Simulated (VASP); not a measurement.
Input:

```yaml
crystal:
  lattice:
    - [0.00000, 1.88672, 1.88672]
    - [1.88672, 0.00000, 1.88672]
    - [1.88672, 1.88672, 0.00000]
  atoms:
    - { symbol: Ir, position: [0.00000, 0.00000, 0.00000] }
```

Method: r2SCAN meta-GGA, VASP's PBE PAW potentials (set 64) (plane waves; VASP 6.6.1). Numerical set-up: 520 eV cut-off, 16×16×16 Γ-centred mesh, first-order Methfessel-Paxton smearing of 0.10 eV, potentials Ir.

Unless said otherwise, spin-orbit coupling is left out, though it shifts the bands of the heavy elements here.

What does the run give for the energy per atom (σ→0), pressure, band gap (on the k-mesh) with the smallest direct gap where there is one?

The band gap (on the k-mesh) is none (metal, semimetal or under 0.01 eV), the energy per atom (σ→0) comes out as -52.286 eV/atom and the pressure is 27.86 GPa.

The absolute energy has meaning only against runs of the same code, potentials and settings.

The compound is Ir in the fcc structure. This cell is one point of a volume scan, at 0.94 of the reference volume.
